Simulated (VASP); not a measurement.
# Be3CdO4 (P-4m2) in VASP: further runs, part 2 of 2

VASP 6.6.1. The steps go on from the part before.

## 4. Relaxation of cell and atoms, PBE

This run uses another cell than the first one, of 9.00 Å³/atom, 1.009 times its volume.

File INCAR:

```
PREC = Accurate
ENCUT = 520
EDIFF = 1E-7
ISMEAR = 0
SIGMA = 0.03
LREAL = F
LASPH = T
NELM = 120
ALGO = Normal
ISIF = 3
LWAVE = F
LCHARG = F
GGA = PE
IBRION = 2
NSW = 60
EDIFFG = -0.005
POTIM = 0.3
KPAR = 8
```

File KPOINTS:

```
Automatic mesh
0
Gamma
  8 8 8
```

File POSCAR:

```
Be3CdO4                                 
1.0
   -2.1289655134      2.1289655134      3.9723101895
    2.1289655134     -2.1289655134      3.9723101895
    2.1289655134      2.1289655134     -3.9723101895
  Be              Cd              O             
     3     1     4
Direct
     0.2500000000000000    0.7500000000000000    0.5000000000000000
     0.7500000000000000    0.2500000000000000    0.5000000000000000
     0.5000000000000000    0.5000000000000000    1.0000000000000000
     0.0000000000000000    0.0000000000000000    1.0000000000000000
     0.4414453306197353    0.8490808835066469    0.0000000000000000
     0.8490808835066469    0.4414453306197353    0.0000000000000000
     0.1509191164933531    0.1509191164933531    0.5923644471130955
     0.5585546693802648    0.5585546693802648    0.4076355528869045
```

Potentials or basis: VASP PAW PBE potentials, release 64 (Be, Cd, O).

Run with:

```
$ cat potpaw_PBE.64/Be/POTCAR potpaw_PBE.64/Cd/POTCAR potpaw_PBE.64/O/POTCAR > POTCAR
$ mpirun -np 8 vasp_std > vasp.out
```

OUTCAR:

```text
PREC = Accurate
   ENCUT = 520
   EDIFF = 1E-7
   ISMEAR = 0
   LREAL = F
   LASPH = T
   NELM = 120
   ISIF = 3
   GGA = PE
   IBRION = 2
   NSW = 60
   EDIFFG = -0.005
   POTIM = 0.3

 ion  position               nearest neighbor table
   1  0.250  0.750  0.500-   7 1.74   5 1.74   6 1.74   8 1.74   4 2.91   4 2.91   4 2.91   4 2.91

   2  0.750  0.250  0.500-   7 1.74   6 1.74   5 1.74   8 1.74   4 2.91   4 2.91   4 2.91   4 2.91

   3  0.500  0.500  0.000-   8 1.68   6 1.68   5 1.68   7 1.68   4 3.01   4 3.01   4 3.01   4 3.01

   4  0.000  0.000  0.000-   5 2.12   6 2.12   8 2.12   7 2.12   2 2.91   1 2.91   2 2.91   1 2.91
                             2 2.91   1 2.91   2 2.91   1 2.91   3 3.01   3 3.01   3 3.01   3 3.01
   5  0.441  0.849  0.000-   3 1.68   2 1.74   1 1.74   4 2.12
   6  0.849  0.441  0.000-   3 1.68   1 1.74   2 1.74   4 2.12
   7  0.151  0.151  0.592-   3 1.68   2 1.74   1 1.74   4 2.12
   8  0.559  0.559  0.408-   3 1.68   2 1.74   1 1.74   4 2.12

  LATTYP: Found a body centered tetragonal cell.
 ALAT       =     4.2579310268
 C/A-ratio  =     1.8658405524

  Lattice vectors:

 A1 = (  -2.1289655134,   2.1289655134,   3.9723101895)
 A2 = (   2.1289655134,  -2.1289655134,   3.9723101895)
 A3 = (   2.1289655134,   2.1289655134,  -3.9723101895)

Analysis of symmetry for initial positions (statically):
[... 196 lines left out ...]
  Total        0.0504391      0.0504391     -0.0382902      0.0000000      0.0000000      0.0000000
  in kB        1.1221152      1.1221152     -0.8518388      0.0000000      0.0000000      0.0000000
  external PRESSURE =       0.4641305 kB  Pullay stress =       0.0000000 kB
[... 155 lines left out ...]
--------------------------------------- Ionic step        5  -------------------------------------------

 number of electron      41.9999999 magnetization

 Free energy of the ion-electron system (eV)
  ---------------------------------------------------
  ext. energy  EPLUGINS =         0.00000000
  ---------------------------------------------------
  free energy    TOTEN  =       -48.64202164 eV

  energy without entropy =      -48.64202164  energy(sigma->0) =      -48.64202164

 E-fermi :   2.8742     XC(G=0): -11.0811

 val. band max:        2.7393037338   @ k =  -0.3750   0.3750   0.3750
 cond. band min:       5.6965477732   @ k =   0.0000   0.0000   0.0000
 fundamental gap:      2.9572440393
 Fermi energy:         2.8742372263

 k-point     1 :       0.0000    0.0000    0.0000
  band No.  band energies     occupation
      1     -15.5289      2.00000
      2     -13.8814      2.00000
      3     -13.8748      2.00000
      4     -13.8748      2.00000
      5      -3.9187      2.00000
      6      -3.8950      2.00000
[... 685 lines left out ...]
     25      11.6111      0.00000
     26      12.3426      0.00000

 [... further k-points ...]

------------------------ aborting loop because EDIFF is reached ----------------------------------------

  FORCE on cell =-STRESS in cart. coord.  units (eV):
  Direction    XX          YY          ZZ          XY          YZ          ZX
  --------------------------------------------------------------------------------------
  -------------------------------------------------------------------------------------
  Total        0.0162958      0.0162958      0.0007348      0.0000000      0.0000000      0.0000000
  in kB        0.3625877      0.3625877      0.0163501      0.0000000      0.0000000      0.0000000
  external PRESSURE =       0.2471751 kB  Pullay stress =       0.0000000 kB
[... 23 lines left out ...]
  FREE ENERGIE OF THE ION-ELECTRON SYSTEM (eV)
  ---------------------------------------------------
  free  energy   TOTEN  =       -48.6420216364 eV

  energy  without entropy=      -48.6420216364  energy(sigma->0) =      -48.64202164

 reached required accuracy - stopping structural energy minimisation
```

CONTCAR:

```text
Be3CdO4
   1.00000000000000
    -2.1303486791354693    2.1303486791354693    3.9665288787439370
     2.1303486791354693   -2.1303486791354693    3.9665288787439370
     2.1303486791354693    2.1303486791354693   -3.9665288787439370
  Be              Cd              O
     3     1     4
Direct
     0.2500000000000000    0.7500000000000000    0.5000000000000000
     0.7500000000000000    0.2500000000000000    0.5000000000000000
     0.5000000000000000    0.5000000000000000    0.0000000000000000
     0.0000000000000000    0.0000000000000000    0.0000000000000000
     0.4416113746835513    0.8491064019315895    0.0000000000000000
     0.8491064019315895    0.4416113746835513    0.0000000000000000
     0.1508935980684105    0.1508935980684105    0.5925049727519689
     0.5583886253164486    0.5583886253164486    0.4074950272480310

  0.00000000E+00  0.00000000E+00  0.00000000E+00
  0.00000000E+00  0.00000000E+00  0.00000000E+00
  0.00000000E+00  0.00000000E+00  0.00000000E+00
  0.00000000E+00  0.00000000E+00  0.00000000E+00
  0.00000000E+00  0.00000000E+00  0.00000000E+00
  0.00000000E+00  0.00000000E+00  0.00000000E+00
  0.00000000E+00  0.00000000E+00  0.00000000E+00
  0.00000000E+00  0.00000000E+00  0.00000000E+00
```

Run time: 41 s. Hardware: 8 MPI ranks of AMD EPYC 9R45 (Zen 5), shared host; peak memory 0.33 GiB.

Results:

```yaml
Free_energy: -48.6420 eV
Relaxed_volume: 9.00 Å³/atom
Relaxed_cell: a = 4.981 Å, b = 4.981 Å, c = 4.981 Å, α = 129.36°, β = 129.36°, γ = 74.44°
Space_group_after_relaxing_to_0.05_Å: I-42m (No. 121)
Energy_gained_by_relaxing: 0.0 meV/atom
Ionic_steps: 5
Pressure_after_relaxing: 0.0 GPa
Largest_force_after_relaxing: 0.003 eV/Å
Band_gap_on_the_k_mesh: 2.96 eV, indirect (least direct gap 3.01 eV)
```

Forces in eV/Å, atoms in the order of the input:
```
Be   0.000  0.000  0.000
Be   0.000  0.000  0.000
Be   0.000  0.000  0.000
Cd   0.000  0.000  0.000
O    0.001 -0.001 -0.003
O   -0.001  0.001 -0.003
O   -0.001 -0.001  0.003
O    0.001  0.001  0.003
```

Final structure:
```yaml
crystal:
  lattice:
    - [-2.13035, 2.13035, 3.96653]
    - [2.13035, -2.13035, 3.96653]
    - [2.13035, 2.13035, -3.96653]
  atoms:
    - { symbol: Be, position: [0.25000, 0.75000, 0.50000] }
    - { symbol: Be, position: [0.75000, 0.25000, 0.50000] }
    - { symbol: Be, position: [0.50000, 0.50000, 0.00000] }
    - { symbol: Cd, position: [0.00000, 0.00000, 0.00000] }
    - { symbol: O, position: [0.44161, 0.84911, 0.00000] }
    - { symbol: O, position: [0.84911, 0.44161, 0.00000] }
    - { symbol: O, position: [0.15089, 0.15089, 0.59250] }
    - { symbol: O, position: [0.55839, 0.55839, 0.40749] }
```

Levels at points of the mesh, in eV from the valence-band top:
```
           k point  band 18  band 19  band 20  band 21  band 22  band 23  band 24  band 25
(0.00, 0.00, 0.00)    -2.39    -0.87    -0.05    -0.05     2.96     6.11     9.08     9.08
(0.50, 0.00, 0.00)    -1.64    -1.17    -0.81    -0.22     5.69     6.65     8.48     8.75
(0.50, 0.50, 0.00)    -1.23    -0.85    -0.36    -0.08     5.85     7.33     7.94     9.54
(0.50, 0.50, 0.50)    -2.51    -0.98    -0.23    -0.23     5.08     6.52     6.52     7.12
```

A k mesh can miss the band edges.

## 5. Single point, r2SCAN

This run uses another cell than the first one, of 9.00 Å³/atom, 1.009 times its volume.

File INCAR:

```
PREC = Accurate
ENCUT = 520
EDIFF = 1E-6
ISMEAR = 0
SIGMA = 0.03
LREAL = F
LASPH = T
NELM = 150
ALGO = Normal
ISIF = 2
LWAVE = F
LCHARG = F
METAGGA = R2SCAN
LMIXTAU = T
NBANDS = 31
KPAR = 8
```

KPOINTS is that of step 4.

File POSCAR:

```
Be3CdO4                                 
1.0
   -2.1303486791      2.1303486791      3.9665288787
    2.1303486791     -2.1303486791      3.9665288787
    2.1303486791      2.1303486791     -3.9665288787
  Be              Cd              O             
     3     1     4
Direct
     0.2500000000000000    0.7500000000000000    0.5000000000000000
     0.7500000000000000    0.2500000000000000    0.5000000000000000
     0.5000000000000000    0.5000000000000000    0.0000000000000000
     0.0000000000000000    0.0000000000000000    0.0000000000000000
     0.4416113746835513    0.8491064019315895    0.0000000000000000
     0.8491064019315895    0.4416113746835513    0.0000000000000000
     0.1508935980684105    0.1508935980684105    0.5925049727519689
     0.5583886253164486    0.5583886253164486    0.4074950272480310
```

Run with:

```
$ cat potpaw_PBE.64/Be/POTCAR potpaw_PBE.64/Cd/POTCAR potpaw_PBE.64/O/POTCAR > POTCAR
$ mpirun -np 8 vasp_std > vasp.out
```

It took 1.8 min on 8 MPI ranks of AMD EPYC 9R45 (Zen 5), shared host; peak memory 0.35 GiB.

The run converged. Its results:

```
Free energy            : -75.4883 eV
Pressure               : -4.1 GPa
Largest force          : 0.109 eV/Å
Band gap on the k mesh : 3.51 eV, indirect (least direct gap 3.58 eV)
```

Forces on the atoms (eV/Å):
```
Be   0.000  0.000  0.000
Be   0.000  0.000  0.000
Be   0.000  0.000  0.000
Cd   0.000  0.000  0.000
O    0.063 -0.063 -0.064
O   -0.063  0.063 -0.064
O   -0.063 -0.063  0.064
O    0.063  0.063  0.064
```

Stress tensor (GPa, compression positive):
```
-3.97  0.00  0.00
 0.00 -3.97  0.00
 0.00  0.00 -4.38
```

Levels at points of the mesh, in eV from the valence-band top:
| k point | band 17 | band 18 | band 19 | band 20 | band 21 | band 22 | band 23 | band 24 | band 25 | band 26 |
| --- | --- | --- | --- | --- | --- | --- | --- | --- | --- | --- |
| (0.00, 0.00, 0.00) | -2.43 | -2.43 | -0.89 | -0.06 | -0.06 | 3.51 | 6.83 | 9.86 | 9.86 | 11.72 |
| (0.50, 0.00, 0.00) | -2.50 | -1.67 | -1.21 | -0.84 | -0.21 | 6.29 | 7.36 | 9.26 | 9.53 | 11.40 |
| (0.50, 0.50, 0.00) | -1.85 | -1.29 | -0.87 | -0.37 | -0.09 | 6.46 | 8.08 | 8.66 | 10.34 | 10.50 |
| (0.50, 0.50, 0.50) | -2.70 | -2.57 | -1.00 | -0.23 | -0.23 | 5.68 | 7.25 | 7.25 | 7.87 | 12.08 |

Caveat: the PAW data sets were made with another functional, which shifts forces and pressure a little.

## 6. Relaxation of cell and atoms, PBE

This run uses another cell than the first one: it holds 16 atoms, not 8.

File INCAR:

```
PREC = Accurate
ENCUT = 520
EDIFF = 1E-6
ISMEAR = 0
SIGMA = 0.03
LREAL = F
LASPH = T
NELM = 120
ALGO = Normal
ISIF = 3
LWAVE = F
LCHARG = F
GGA = PE
IBRION = 2
NSW = 90
EDIFFG = -0.01
KPAR = 8
```

File KPOINTS:

```
Automatic mesh
0
Gamma
  4 6 6
```

File POSCAR:

```
Be3CdO4
1.0
    5.9750000000      0.0000000000      0.0000000000
    0.0000000000      5.0560000000      0.0000000000
    0.0000000000      0.0000000000      4.7320000000
Be Cd O
6 2 8
Direct
    0.2560251000      0.1525909800      0.5033812300
    0.7439749000      0.1525909800      0.5033812300
    0.0000000000      0.7071795900      0.5014792900
    0.7560251000      0.8474090200      0.0033812300
    0.2439749000      0.8474090200      0.0033812300
    0.5000000000      0.2928204100      0.0014792900
    0.5000000000      0.6597112300      0.5023246000
    0.0000000000      0.3402887700      0.0023246000
    0.2061506300      0.8667919300      0.3499577300
    0.7938493700      0.8667919300      0.3499577300
    0.5000000000      0.2516811700      0.3535503000
    0.0000000000      0.3592761100      0.4609044800
    0.7061506300      0.1332080700      0.8499577300
    0.2938493700      0.1332080700      0.8499577300
    0.0000000000      0.7483188300      0.8535503000
    0.5000000000      0.6407238900      0.9609044800
```

Potentials or basis: VASP PAW PBE potentials, release 64 (Be, Cd, O).

Run with:

```
$ cat potpaw_PBE.64/Be/POTCAR potpaw_PBE.64/Cd/POTCAR potpaw_PBE.64/O/POTCAR > POTCAR
$ mpirun -np 8 vasp_std > vasp.out
```

Run time: 2.5 min. Hardware: 8 MPI ranks of AMD EPYC 9R45 (Zen 5), shared host; peak memory 0.47 GiB.

Results (log left out):

```yaml
Free_energy: -98.6771 eV
Relaxed_volume: 9.00 Å³/atom
Relaxed_cell: a = 5.976 Å, b = 5.095 Å, c = 4.729 Å, α = 90.00°, β = 90.00°, γ = 90.00°
Space_group_after_relaxing_to_0.05_Å: Pmn2_1 (No. 31)
Energy_gained_by_relaxing: 0.5 meV/atom
Ionic_steps: 11
Pressure_after_relaxing: 0.0 GPa
Largest_force_after_relaxing: 0.006 eV/Å
Band_gap_on_the_k_mesh: 2.68 eV, indirect (least direct gap 2.98 eV)
```

Forces in eV/Å, atoms in the order of the input:
```
Be  -0.002 -0.005 -0.002
Be   0.002 -0.005 -0.002
Be   0.000  0.001  0.000
Be  -0.002  0.005 -0.002
Be   0.002  0.005 -0.002
Be   0.000 -0.001  0.000
Cd   0.000  0.001 -0.002
Cd   0.000 -0.001 -0.002
O    0.001  0.002  0.000
O   -0.001  0.002  0.000
O    0.000 -0.006  0.001
O    0.000  0.000  0.005
O    0.001 -0.002  0.000
O   -0.001 -0.002  0.000
O    0.000  0.006  0.001
O    0.000  0.000  0.005
```

Step by step:
| step | energy change (eV) | largest force (eV/Å) | pressure (GPa) | volume (Å³) |
| --- | --- | --- | --- | --- |
| 1 | 0.0000 | 0.0869 | 0.98 | 142.95 |
| 2 | -0.0048 | 0.0559 | -0.37 | 144.09 |
| 3 | -0.0049 | 0.0574 | -0.18 | 143.93 |
| 4 | -0.0061 | 0.0483 | -0.05 | 143.87 |
| 5 | -0.0066 | 0.0469 | 0.11 | 143.80 |
| 6 | -0.0074 | 0.0254 | 0.00 | 143.91 |
| 7 | -0.0075 | 0.0256 | -0.04 | 143.96 |
| 8 | -0.0077 | 0.0140 | 0.01 | 143.94 |
| 9 | -0.0078 | 0.0123 | 0.03 | 143.93 |
| 10 | -0.0078 | 0.0120 | 0.03 | 143.93 |
| 11 | -0.0079 | 0.0063 | -0.01 | 143.98 |

Final structure:
```
Be Cd O
1.0
     5.97589    0.00000    0.00000
     0.00000    5.09454    0.00000
     0.00000    0.00000    4.72930
Be Cd O
6 2 8
Cartesian
  1.5312 0.7676 2.3842
  4.4447 0.7676 2.3842
  0.0000 3.6026 2.3746
  4.5192 4.3269 0.0195
  1.4567 4.3269 0.0195
  2.9879 1.4919 0.0099
  2.9879 3.3424 2.3654
  0.0000 1.7522 0.0008
  1.2366 4.4182 1.6565
  4.7393 4.4182 1.6565
  2.9879 1.2785 1.6709
  0.0000 1.8345 2.1781
  4.2246 0.6763 4.0212
  1.7513 0.6763 4.0212
  0.0000 3.8160 4.0356
  2.9879 3.2601 4.5427
```

Levels at points of the mesh, in eV from the valence-band top:
```csv
k point,band 38,band 39,band 40,band 41,band 42,band 43,band 44,band 45,band 46,band 47
"(0.00, 0.00, 0.00)",-1.17,-0.87,-0.69,-0.34,-0.30,2.68,5.50,7.63,7.66,7.92
"(0.50, 0.00, 0.00)",-1.34,-1.15,-1.15,-0.91,-0.91,4.40,4.40,7.80,7.80,8.71
"(0.00, 0.50, 0.00)",-1.24,-0.98,-0.84,-0.41,-0.32,4.33,4.84,7.44,7.60,8.09
"(0.50, 0.50, 0.00)",-1.50,-1.27,-1.27,-0.42,-0.42,5.00,5.00,7.02,7.02,8.77
"(0.00, 0.00, 0.50)",-1.06,-0.54,-0.54,-0.42,-0.42,4.92,4.92,7.38,7.38,7.62
"(0.50, 0.00, 0.50)",-1.44,-1.16,-1.16,0.00,0.00,5.44,5.44,6.47,6.47,8.38
"(0.00, 0.50, 0.50)",-1.54,-0.57,-0.57,-0.38,-0.38,5.41,5.41,7.03,7.03,7.30
"(0.50, 0.50, 0.50)",-1.90,-0.73,-0.73,-0.24,-0.24,5.63,5.63,6.81,6.81,7.88
```

A k mesh can miss the band edges. Expect the measured gap to be larger: semilocal functionals such as PBE lack the derivative discontinuity.

## 7. The runs side by side

| task | level | cell | k mesh | gap on the mesh (eV) | pressure (GPa) | relaxed volume (Å³/atom) | largest force (eV/Å) |
| --- | --- | --- | --- | --- | --- | --- | --- |
| single point | r2SCAN | P-4m2, 8.92 Å³/atom | 8 × 8 × 4 | 2.15 | -4.3 | - | 0.20 |
| relaxation of cell and atoms | PBE | relaxed | 8 × 8 × 8 | 2.96 | 0.0 | 9.00 | - |
| single point | r2SCAN | I-42m, 9.0 Å³/atom | 8 × 8 × 8 | 3.51 | -4.1 | - | 0.11 |
| relaxation of cell and atoms | PBE | relaxed | 4 × 6 × 6 | 2.68 | 0.0 | 9.00 | 0.01 |

Alike in all rows: potentials or basis VASP PAW PBE potentials, release 64 (Be, Cd, O); no spin polarisation; cutoff (eV) 520; smearing gaussian 0.03 eV.

Caveats: the PAW data sets were made with another functional, which shifts forces and pressure a little (some runs).

Absolute energies hang on the potentials; compare differences alone.
